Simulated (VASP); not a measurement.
An input for Quantum ESPRESSO's pw.x (written as the equivalent of a VASP run, and not itself run):

```
&CONTROL
  calculation = 'vc-relax'
  pseudo_dir = './pseudo'
  outdir = './out'
  tprnfor = .true.
  tstress = .true.
  nstep = 40
  forc_conv_thr = 0.00078
/
&SYSTEM
  ibrav = 0
  nat = 2
  ntyp = 1
  ecutwfc = 84
  occupations = 'smearing'
  smearing = 'methfessel-paxton'
  degauss = 0.00735
  input_dft = 'pz'
/
&ELECTRONS
  conv_thr = 7.3e-08
  electron_maxstep = 100
/
&IONS
/
&CELL
  press = 50
/
ATOMIC_SPECIES
  Sb 121.760 Sb.upf
CELL_PARAMETERS angstrom
     3.6778020   -2.1136633   -0.0674419
     3.6778020    2.1136633   -0.0674419
     2.5267900   -0.0000000    3.4078848
ATOMIC_POSITIONS crystal
  Sb   0.2409932  0.2409932  0.2409932
  Sb   0.7590068  0.7590068  0.7590068
K_POINTS automatic
  11 11 11 0 0 0
```

Write the VASP files for the same calculation (LDA).

This is not unique; one that fits is 
POSCAR:
```
Sb
1
    3.6778020294    -2.1136633112    -0.0674419177
    3.6778020294     2.1136633112    -0.0674419177
    2.5267900416    -0.0000000000     3.4078847956
Sb
2
Direct
  0.2409931633   0.2409931633   0.2409931634
  0.7590068367   0.7590068367   0.7590068366
```

KPOINTS:
```
Automatic mesh
0
Gamma
11 11 11
0 0 0
```

**INCAR**
```
SYSTEM = Sb
PREC = Accurate
ENCUT = 500
EDIFF = 1E-6
NELM = 100
ALGO = Normal
LREAL = .FALSE.
LASPH = .TRUE.
ISMEAR = 1
SIGMA = 0.1
LMAXMIX = 4
LWAVE = .FALSE.
LCHARG = .FALSE.
IBRION = 2
ISIF = 3
NSW = 40
EDIFFG = -0.02
PSTRESS = 50
```

POTCAR, in this order: Sb (LDA.64 set). Program: vasp_std.

Limits of the translation: the potentials are each code's own (VASP's PAW set, PseudoDojo norm-conserving files in pw.x), so ENCUT and ecutwfc are chosen apart and not converted; conv_thr bounds pw.x's estimated SCF error, while EDIFF bounds the energy change between steps; forc_conv_thr acts on force components and is met together with etot_conv_thr.

The compound is Sb in the a7 structure. This run relaxes it under an external pressure of 5 GPa. Symmetry was kept, so distortions that lower it aren't found.
